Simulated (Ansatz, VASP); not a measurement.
## GaP in two plane-wave programs

One calculation is typed for both programs; each brings its own data sets. How far apart do they land? The cell is taken from a series of runs on this material, whose earlier steps may have relaxed, scaled, displaced or heated it; both programs get it as it stands.

Main program and level: Ansatz 0.2.0; plane waves, with VASP 6.6.1 beside it; zone-centre phonons at LDA.

**1. The starting structure**

The structure is cubic, space group F-43m (No. 216). Conventional cell: a = 5.391 Å, b = 5.391 Å, c = 5.391 Å, α = 90.00°, β = 90.00°, γ = 90.00°. P has 4 Ga at 2.33 Å nearest. Ga has 4 P at 2.33 Å nearest. Farther neighbours are not listed.

**2. Ansatz: zone-centre phonons, LDA**

Ansatz runs on its PAW soft_1 files.

Second derivatives magnify differences that forces hide, and they need a tight electronic threshold.

Input file input.yaml:

```yaml
crystal:
  lattice:
    - [0.0, 2.6957056919, 2.6957056919]
    - [2.6957056919, 0.0, 2.6957056919]
    - [2.6957056919, 2.6957056919, 0.0]
  atoms:
    - { symbol: P, position: [0.75, 0.75, 0.75] }
    - { symbol: Ga, position: [0.0, 0.0, 0.0] }
total_charge: -0.023507
kpoints:
  mp_grid: { grid: [30, 30, 30] }
hamiltonian:
  xc: lda
  pseudopotentials: { kind: paw, azcp: { folder: soft_1 }, xc_functional: pbe }
scf:
  occupations: { method: fermi_dirac, width: 0.03 }
output:
  eigenvalues: true
phonons:
  method: dfpt
```

The run is started by

```sh
$ ansatz run input.yaml --threads 8 --pin off --max-ram 16384MiB --backend cpu --events-out ev --progress --plain --runs-dir out
```

Numbers of over 12 decimals in the logs are rounded to 6 here.

The log of the run:

```text
zone centre: on kpoints.mp_grid the ground state, and the responses unless they are solved on pairs of k-points, stand on 1992 of the mesh's 27000 k-points, reduced under 8 symmetry operations, with k and −k counted as one. Each operation leaves every solved displacement unchanged or reverses it
Engine: ansatz 0.2.0, aarch64-unknown-linux-gnu
Pseudopotentials: kind: paw
Pseudopotential: P, paw, valence charge 5, recommended cutoff 420 eV (normal), soft_1/P.paw.azcp
Pseudopotential: Ga, paw, valence charge 13, recommended cutoff 420 eV (normal), soft_1/Ga.paw.azcp
Functional definition: SPW92
  exchange = slater_x
  correlation = pw_c
Crystal: 2 atoms, lattice volume = 39.178 Å³
Basis set: ecut = 420 eV, 749 PW (Γ), exchange–correlation on 54×54×54 points (8 copies of the dense FFT grid, shifted against one another)
Bands: 14, of which v1, the nominal top of the filled ones, is band 9 counted from 1 (8 counted from 0)
Symmetry: 24 space group operations
k-points: 1992 of 27000 (irreducible under 8 space group operations, time reversal used)
Non-local potential: P, projectors of the file, l = 0: 2, l = 1: 2, l = 2: 1
Non-local potential: Ga, projectors of the file, l = 0: 2, l = 1: 2, l = 2: 3, l = 3: 1
PAW form: soft (Blöchl's): semilocal exchange-correlation on the pseudo side does not see the compensation charge
PAW frozen core: P, regenerated for the run's functional, and the local potential with it (the file was generated under x = pbe(κ = 0.804, μ = 0.219515), c = pbe(β = 0.066725))
PAW frozen core: Ga, regenerated for the run's functional, and the local potential with it (the file was generated under x = pbe(κ = 0.804, μ = 0.219515), c = pbe(β = 0.066725))
PAW one-centre angular grid: P, 110 points (default); XC on 64 Gauss nodes
PAW one-centre angular grid: Ga, 590 points (default); XC on 64 Gauss nodes
Initial density: superposition of atomic densities (chi_scale 0.1, normalization cell, long waves kept (reshape's long-wave potential 0.00 eV rms))
Initial wavefunctions: pseudopotential atomic-orbital guess
Functional: x = slater, c = lda
SCF iter   1: F=—  HF=-4433.751377 eV  |F-HF|=—  |Δ(HF+E_count)|=         —  Δρ=4.31e-2  dr2=6.48e-1  ethr=3.10e-3  ⟨swp⟩=6.5  Hψ=190655  notcnv=0
preconditioner: auto → Kerker (q_TF=auto, 2.397 Å⁻¹)  [metal: Δε(μ)=0.004 eV  Ē_g=16.232 eV  σ=0.030 eV  W_gap=0.03  n_scr=14 (ndim 8)  ℏωp=25.2 eV  f_vac=0.000  D(μ)=0.26/eV (n_scr^D=0)]
SCF iter   2: F=—  HF=-4433.632079 eV  |F-HF|=—  |Δ(HF+E_count)|=   1.19e-1  Δρ=2.68e-2  dr2=2.45e-1  ethr=3.10e-3  ⟨swp⟩=2.0  Hψ=52254  notcnv=0  defer=1315
SCF iter   3: F=—  HF=-4433.581747 eV  |F-HF|=—  |Δ(HF+E_count)|=   5.03e-2  Δρ=6.18e-3  dr2=1.69e-2  ethr=1.36e-3  ⟨swp⟩=3.0  Hψ=53016  notcnv=0  defer=1315
SCF iter   4: F=—  HF=-4433.568747 eV  |F-HF|=—  |Δ(HF+E_count)|=   1.30e-2  Δρ=3.02e-3  dr2=6.01e-3  ethr=9.39e-5  ⟨swp⟩=2.6  Hψ=54512  notcnv=0  defer=1315
SCF iter   5: F=—  HF=-4433.567702 eV  |F-HF|=—  |Δ(HF+E_count)|=   1.04e-3  Δρ=1.25e-3  dr2=6.16e-4  ethr=3.33e-5  ⟨swp⟩=2.6  Hψ=50844  notcnv=0  defer=1315
SCF iter   6: F=—  HF=-4433.567840 eV  |F-HF|=—  |Δ(HF+E_count)|=   1.38e-4  Δρ=2.31e-4  dr2=1.79e-5  ethr=3.42e-6  ⟨swp⟩=2.0  Hψ=44577  notcnv=0  defer=1315
SCF iter   7: F=—  HF=-4433.567843 eV  |F-HF|=—  |Δ(HF+E_count)|=   3.26e-6  Δρ=3.80e-5  dr2=3.11e-7  ethr=9.94e-8  ⟨swp⟩=2.8  Hψ=46060  notcnv=0  defer=1315
SCF iter   8: F=—  HF=-4433.567844 eV  |F-HF|=—  |Δ(HF+E_count)|=   3.84e-7  Δρ=1.02e-5  dr2=2.57e-8  ethr=1.73e-9  ⟨swp⟩=2.0  Hψ=45876  notcnv=0  defer=1315
SCF iter   9: F=—  HF=-4433.567844 eV  |F-HF|=—  |Δ(HF+E_count)|=   1.30e-8  Δρ=1.46e-6  dr2=1.38e-9  ethr=1.43e-10  ⟨swp⟩=2.6  Hψ=45423  notcnv=0  defer=1315
SCF iter  10: F=—  HF=-4433.567844 eV  |F-HF|=—  |Δ(HF+E_count)|=  3.61e-10  Δρ=4.39e-7  dr2=1.34e-10  ethr=7.66e-12  ⟨swp⟩=1.0  Hψ=26678  notcnv=0  defer=1315
SCF iter  11: F=-4433.567844 eV  HF=-4433.567844 eV  |F-HF|=1.82e-12  |Δ(HF+E_count)|=  2.00e-11  Δρ=6.13e-8  dr2=9.81e-13  ethr=1.00e-12  ⟨swp⟩=9.3  Hψ=168799  notcnv=0
SCF 1 converged in 11 iterations: F = -4433.567844 eV  dr2 = 9.81e-13
  greatest PAW one-centre occupation: 0.994 electrons in one spin orbital (limit 2), on the Ga atom at site 1 (counted from 0), in its partial waves of l = 2
DFPT response loops at Γ: preconditioner auto → Kerker (q_TF=auto, 2.397 Å⁻¹) (partly filled bands, converged f_vac=0.001); β = 1.00, the filter's whole step (`scf.mixing.beta` (0.50) is not read by the response loops under this deck's `scf.mixing.preconditioner`; to damp them name `kerker` or `kerker_dos`, under which they read `scf.mixing.beta`, and type it under 1.00, their step now; both keys bind the ground state too); Broyden in place of MSR1
SCF converged after 11 iterations
Free energy (F): -4433.567844 eV
Harris-Foulkes:  -4433.567844 eV  (|F-HF|=1.82e-12)
Internal energy: -4433.567247 eV  (E = F + TS)
E sigma→0 (E₀):  -4433.567545 eV
Entropy (-TS):   -0.000597 eV (-0.299 meV/atom)
Fermi energy:    8.795720 eV
--- Per-component energies (eV) ---
  E_band       = -58.516099
  E_kinetic    = 182.373485
  E_local      = -1658.583436  (includes V_loc(G=0)·N_el)
  E_nonlocal   = -57.249625
  E_hartree    = 1006.339700
  E_xc         = -136.166595
  E_vxc        = -118.868583  (∫ρ·V_xc dr)
  E_paw        = -2445.095199  (= ΣΔE_a)
  E_vpaw       = -418.867139  (= ΣTr[D̂ρ^β])
  E_aug_tail   = -0.000182  (compensation charges beyond the density's cutoff)
  E_ewald      = -1327.031227
  E_core_change = 1.845833  (= ΣΔE_core)
  E_smearing   = -0.000597  (= −TS)
  E_closure    = -0.000000  (closes the sum)
  E_deformation_potential = -0.327147  (in the stress; not in F)
  Σ components = -4433.567844   (vs F -4433.567844, Δ=0.00e0)
--- Band table (eV; the first three rows and the last of 1992) ---
  k-point 0: bands = [... 5 lower, -5.5324, 7.2363, 7.2363, 7.2363, 9.1163, 11.0140, 11.0140, 11.0140, ... 1 higher]
  k-point 1: bands = [... 5 lower, -5.5172, 7.0417, 7.2161, 7.2161, 9.2481, 11.0366, 11.0445, 11.0445, ... 1 higher]
  k-point 2: bands = [... 5 lower, -5.4717, 6.5835, 7.1583, 7.1583, 9.4947, 11.1317, 11.1317, 11.1351, ... 1 higher]
  k-point 1991: bands = [... 5 lower, -2.2721, 0.4508, 3.4661, 3.6074, 11.7328, 12.0223, 13.3570, 13.4010, ... 1 higher]
--- Phonons (Γ-DFPT): 2 representative perturbations + reference, on 1992 of 27000 k-points (Σ response iterations 6) ---
  k mesh reduced under 8 symmetry operations, with k and −k counted as one. Each operation leaves every solved displacement unchanged or reverses it
  ASR residual: 3.041e-5 → 0.000e0 eV/Å²; symmetrization residual: 2.187e-6 eV/Å²
  ASR residual per site (eV/Å²): 4.33e-6 3.04e-5
  Γ frequencies (cm⁻¹): 0.00 0.00 0.00 358.70 358.70 358.70
  non-analytic LO–TO correction: not included (Born effective charges unavailable; polar crystals: no LO–TO splitting at Γ)
```

**3. VASP: zone-centre phonons, LDA**

The same cell, functional (in two slightly different forms), mesh and smearing now go to VASP, with its own data sets.

Lines of VASP's logs that name or quote its potential files are left out, and so is its time.

Input file INCAR:

```
SYSTEM = GaP
PREC = Accurate
ENCUT = 500
EDIFF = 1E-08
NELM = 120
ISMEAR = -1
SIGMA = 0.03
LREAL = .FALSE.
ALGO = Normal
GGA = CA
NELECT = 18.023507
NBANDS = 15
LORBIT = 11
LWAVE = .FALSE.
LCHARG = .FALSE.
ISIF = 2
IBRION = 8
LASPH = .TRUE.
GGA_COMPAT = .FALSE.
KPAR = 2
```

Input file POSCAR:

```
GaP
1.0
    0.0000000000      2.6957056919      2.6957056919
    2.6957056919      0.0000000000      2.6957056919
    2.6957056919      2.6957056919      0.0000000000
P Ga
1 1
Direct
    0.7500000000      0.7500000000      0.7500000000
    0.0000000000      0.0000000000      0.0000000000
```

Input file KPOINTS:

```
Automatic mesh
0
Gamma
30 30 30
0 0 0
```

Potentials, in the order of the species: P and Ga_d (LDA family, release 64).

The run is started by

```sh
$ mpirun -np 2 vasp_std
```

The log of the run:

```text
[banner, memory and clock lines left out]
running    2 mpi-ranks, on    1 nodes
 distrk:  each k-point on    1 cores,    2 groups
 distr:  one band on    1 cores,    1 groups

 POSCAR found type information on POSCAR P Ga
 POSCAR found :  2 types and       2 ions
 LDA part: xc-table for (Slater(with rela. corr.)+CA(PZ))
 , standard interpolation
 POSCAR, INCAR and KPOINTS ok, starting setup
 FFT: planning ... GRIDC
 FFT: planning ... GRID_SOFT
 FFT: planning ... GRID
 WAVECAR not read
 entering main loop
       N       E                     dE             d eps       ncg     rms          rms(c)
DAV:   1     0.783879701469E+02    0.78388E+02   -0.89882E+03 23300   0.171E+03
DAV:   2    -0.454207151991E+01   -0.82930E+02   -0.79239E+02 25619   0.313E+02
DAV:   3    -0.105389825908E+02   -0.59969E+01   -0.59732E+01 27866   0.680E+01
DAV:   4    -0.106384622873E+02   -0.99480E-01   -0.99444E-01 28310   0.946E+00
DAV:   5    -0.106404714343E+02   -0.20091E-02   -0.20090E-02 29275   0.117E+00BRMIX: very serious problems
 the old and the new charge density differ
 old charge density:    18.00000 new   18.02351
BRMIX: very serious problems
 the old and the new charge density differ
 old charge density:    18.00000 new   18.02351
    0.450E+00
DAV:   6    -0.103596925078E+02    0.28078E+00   -0.38944E-01 35095   0.112E+01    0.291E+00
DAV:   7    -0.103095671903E+02    0.50125E-01   -0.92707E-02 29736   0.226E+00    0.108E+00
DAV:   8    -0.103048707917E+02    0.46964E-02   -0.12166E-02 28948   0.129E+00    0.206E-01
DAV:   9    -0.103048285036E+02    0.42288E-04   -0.10247E-03 33675   0.421E-01    0.629E-02
DAV:  10    -0.103048261199E+02    0.23838E-05   -0.52837E-05 35165   0.928E-02    0.251E-02
DAV:  11    -0.103048316253E+02   -0.55055E-05   -0.91976E-06 29426   0.469E-02    0.759E-03
DAV:  12    -0.103048314165E+02    0.20885E-06   -0.54279E-07 29684   0.856E-03    0.502E-03
DAV:  13    -0.103048313930E+02    0.23525E-07   -0.20090E-07 29791   0.464E-03    0.876E-04
DAV:  14    -0.103048313918E+02    0.11291E-08   -0.93849E-09 19444   0.121E-03
   1 F= -.10304831E+02 E0= -.10304536E+02  d E =-.589972E-03
 Linear response reoptimize wavefunctions to high precision
DAV:   1    -0.103048313920E+02   -0.13279E-09   -0.18636E-09 23760   0.448E-04
DAV:   2    -0.103048313920E+02   -0.26830E-10   -0.26343E-10 15053   0.156E-04
 Linear response DOF=           2
 Linear response progress:
  Degree of freedom:   1/  2
       N       E                     dE             d eps       ncg     rms          rms(c)
RMM:   1    -0.508370525634E-01   -0.50837E-01    0.58298E-03262254   0.183E+00
RMM:   2    -0.474079360721E-01    0.34291E-02   -0.61632E-03204641   0.547E-01    0.122E-01
RMM:   3    -0.474688115271E-01   -0.60875E-04   -0.53463E-04226426   0.178E-01    0.589E-02
RMM:   4    -0.477430300730E-01   -0.27422E-03   -0.82897E-05220295   0.660E-02    0.115E-02
RMM:   5    -0.477550808680E-01   -0.12051E-04   -0.10805E-05237436   0.225E-02    0.687E-03
RMM:   6    -0.477380981360E-01    0.16983E-04   -0.17819E-06221541   0.803E-03    0.391E-03
RMM:   7    -0.477389284270E-01   -0.83029E-06   -0.83090E-08233366   0.312E-03    0.674E-04
RMM:   8    -0.477366489908E-01    0.22794E-05   -0.44262E-09227162   0.107E-03    0.164E-04
RMM:   9    -0.477363577921E-01    0.29120E-06    0.56753E-09234675   0.322E-04    0.269E-05
RMM:  10    -0.477364497858E-01   -0.91994E-07   -0.42815E-09227219   0.113E-04    0.507E-06
RMM:  11    -0.477364389037E-01    0.10882E-07   -0.33862E-09234124   0.446E-05    0.627E-06
RMM:  12    -0.477364439676E-01   -0.50639E-08   -0.56865E-09217223   0.208E-05    0.297E-07
 first order change of Fermi-energy  -0.11031E-04
 force on displaced ion       1 direction 1 : -10.140  -0.000  -0.000
 Linear response progress:
  Degree of freedom:   2/  2
       N       E                     dE             d eps       ncg     rms          rms(c)
RMM:   1    -0.167106092906E+00   -0.16711E+00    0.12019E-01141028   0.871E+00
RMM:   2    -0.165021415325E+00    0.20847E-02   -0.26419E-02217593   0.145E+00    0.547E-02
RMM:   3    -0.165473872054E+00   -0.45246E-03   -0.39772E-03227428   0.433E-01    0.411E-02
RMM:   4    -0.165362399893E+00    0.11147E-03   -0.12970E-03239245   0.166E-01    0.147E-02
RMM:   5    -0.165344332136E+00    0.18068E-04   -0.50810E-05237977   0.406E-02    0.506E-03
RMM:   6    -0.165347494514E+00   -0.31624E-05   -0.11161E-05235117   0.144E-02    0.901E-04
RMM:   7    -0.165347288457E+00    0.20606E-06   -0.46211E-06236657   0.574E-03    0.122E-04
RMM:   8    -0.165346049824E+00    0.12386E-05   -0.20482E-06239554   0.240E-03    0.432E-05
RMM:   9    -0.165345723334E+00    0.32649E-06   -0.12206E-06240059   0.101E-03    0.245E-05
RMM:  10    -0.165345581411E+00    0.14192E-06   -0.53258E-07241239   0.448E-04    0.937E-06
RMM:  11    -0.165345567132E+00    0.14278E-07   -0.29816E-07241874   0.209E-04    0.447E-06
RMM:  12    -0.165345507772E+00    0.59361E-07   -0.14087E-07238651   0.101E-04    0.144E-06
RMM:  13    -0.165345517524E+00   -0.97525E-08   -0.82283E-08239099   0.525E-05    0.110E-06
 first order change of Fermi-energy   0.38243E-04
 force on displaced ion       2 direction 1 : -10.147  -0.000  -0.000
 Linear response finished
```

OUTCAR, selected parts (step 3):

```text
NELECT = 18.023507

 ion  position               nearest neighbor table
   1  0.750  0.750  0.750-   2 2.33   2 2.33   2 2.33   2 2.33
   2  0.000  0.000  0.000-   1 2.33   1 2.33   1 2.33   1 2.33

  LATTYP: Found a face centered cubic cell.
 ALAT       =     5.3914113838

 Subroutine GETGRP returns: Found 24 space group operations
 (whereof 24 operations were pure point group operations)

The static configuration has the point symmetry T_d .

 Found    752 irreducible k-points:

   k-points           NKPTS =    752   k-points in BZ     NKDIM =    752   number of bands    NBANDS=     15

   dimension x,y,z NGX =    28 NGY =   28 NGZ =   28
   dimension x,y,z NGXF=    56 NGYF=   56 NGZF=   56

   ENCUT  =  500.0 eV  36.75 Ry    6.06 a.u.   6.95  6.95  6.95*2*pi/ulx,y,z

 k-points in reciprocal lattice and weights: Automatic mesh
   0.00000000  0.00000000  0.00000000       0.000
   0.03333333  0.00000000  0.00000000       0.000
   0.06666667  0.00000000  0.00000000       0.000
   0.10000000  0.00000000  0.00000000       0.000
   0.13333333  0.00000000  0.00000000       0.000
   0.16666667  0.00000000  0.00000000       0.000
   0.20000000  0.00000000  0.00000000       0.000
   0.23333333  0.00000000  0.00000000       0.000
   0.26666667  0.00000000  0.00000000       0.000
[...]
-0.26666667  0.46666667  0.23333333       0.001
  -0.26666667  0.50000000  0.23333333       0.000

 average (electrostatic) potential at core
       1 -84.3183       2 -66.2660

  Total        0.2372091      0.2372091      0.2372091      0.0000000     -0.0000000     -0.0000000
  in kB        9.7005070      9.7005070      9.7005070      0.0000000     -0.0000000     -0.0000000
  external PRESSURE =       9.7005070 kB  Pullay stress =       0.0000000 kB

  energy-cutoff  :      500.00
  volume of cell :       39.18
      direct lattice vectors                 reciprocal lattice vectors
     0.000000000  2.695705692  2.695705692    -0.185480189  0.185480189  0.185480189
     2.695705692  0.000000000  2.695705692     0.185480189 -0.185480189  0.185480189
     2.695705692  2.695705692  0.000000000     0.185480189  0.185480189 -0.185480189

 POSITION                                       TOTAL-FORCE (eV/Angst)
 -----------------------------------------------------------------------------------
      4.04356      4.04356      4.04356         0.000000     -0.000000      0.000000
      0.00000      0.00000      0.00000        -0.000000      0.000000     -0.000000
 -----------------------------------------------------------------------------------
    total drift:                               -0.000000     -0.000000     -0.000000

 Eigenvectors and eigenvalues of the dynamical matrix
 ----------------------------------------------------

   1 f  =   10.750800 THz    67.549269 2PiTHz  358.608091 cm-1    44.461717 meV
             X         Y         Z           dx          dy          dz
      4.043559  4.043559  4.043559    -0.832024    0.000000    0.000000
      0.000000  0.000000  0.000000     0.554740    0.000000    0.000000

   2 f  =   10.750800 THz    67.549269 2PiTHz  358.608091 cm-1    44.461717 meV
             X         Y         Z           dx          dy          dz
      4.043559  4.043559  4.043559     0.000000   -0.000000    0.832024
      0.000000  0.000000  0.000000     0.000000   -0.000000   -0.554740

   3 f  =   10.750800 THz    67.549269 2PiTHz  358.608091 cm-1    44.461717 meV
             X         Y         Z           dx          dy          dz
      4.043559  4.043559  4.043559     0.000000   -0.832024   -0.000000
      0.000000  0.000000  0.000000     0.000000    0.554740    0.000000

   4 f/i=    0.001638 THz     0.010294 2PiTHz    0.054649 cm-1     0.006776 meV
             X         Y         Z           dx          dy          dz
      4.043559  4.043559  4.043559     0.000000   -0.406709    0.377259
      0.000000  0.000000  0.000000     0.000000   -0.610001    0.565829

   5 f/i=    0.001638 THz     0.010294 2PiTHz    0.054649 cm-1     0.006776 meV
             X         Y         Z           dx          dy          dz
      4.043559  4.043559  4.043559    -0.554740    0.000000    0.000000
      0.000000  0.000000  0.000000    -0.832024    0.000000    0.000000

   6 f/i=    0.001638 THz     0.010294 2PiTHz    0.054649 cm-1     0.006776 meV
             X         Y         Z           dx          dy          dz
      4.043559  4.043559  4.043559     0.000000    0.377259    0.406709
      0.000000  0.000000  0.000000     0.000000    0.565829    0.610001

 ELASTIC MODULI CONTR FROM IONIC RELAXATION (kBar)
 Direction    XX          YY          ZZ          XY          YZ          ZX
 --------------------------------------------------------------------------------
 XX          -0.0000      0.0000      0.0000     -0.0000      0.0000     -0.0000
 YY           0.0000     -0.0000     -0.0000     -0.0000     -0.0000     -0.0000
 ZZ           0.0000     -0.0000     -0.0000      0.0000     -0.0000     -0.0000
 XY          -0.0000     -0.0000      0.0000   -292.3199      0.0000      0.0000
 YZ           0.0000     -0.0000     -0.0000      0.0000   -292.3199      0.0000
 ZX          -0.0000     -0.0000     -0.0000      0.0000      0.0000   -292.3199
 --------------------------------------------------------------------------------
```

The cell is charged against a uniform background.

**4. Differences**

Known differences besides the potentials themselves: the two LDA forms differ slightly; the cutoff is 420 eV in Ansatz and 500 eV in VASP; VASP's log shows a relativistic correction to its local exchange, Ansatz's none. Total energies have different zeros and are not compared.

The two programs side by side:

```csv
quantity,Ansatz,VASP,difference
optical mode 1 to 3 (cm⁻¹),358.7,358.6,+0.03 %
```

Modes are paired by rising frequency, not by their patterns, so a pair may set unlike modes beside each other; they are those without the splitting of longitudinal modes. The cell carries a charge of -0.023507 e against a uniform background, so its pressure also hangs on how the neutralising background is counted, and in a defect's cell a gap may be the spacing between its levels.

**5. Outcome**

| Property | Result |
| --- | --- |
| r.m.s. difference of the optical zone-centre modes, each program's sorted by frequency (zone-centre phonons, LDA) | 0.092 cm⁻¹ |

In words: The r.m.s. difference of the optical zone-centre modes, each program's sorted by frequency is 0.092 cm⁻¹ (zone-centre phonons, LDA). How closely two codes agree says nothing of how well the functional describes the real material.

[Lines on the potential files, build, host, timing and source positions are cut from VASP's logs without a mark.]

[Logs are printed without paths, hosts, clocks, repeated set-up lines and the standing remarks that a program may print on its own settings, such as how far it seeks lower states.]

[Hosts, paths, dates, database ids (printed as entryN), source tags and the programs' standing remarks are cut or masked in the printed files.]
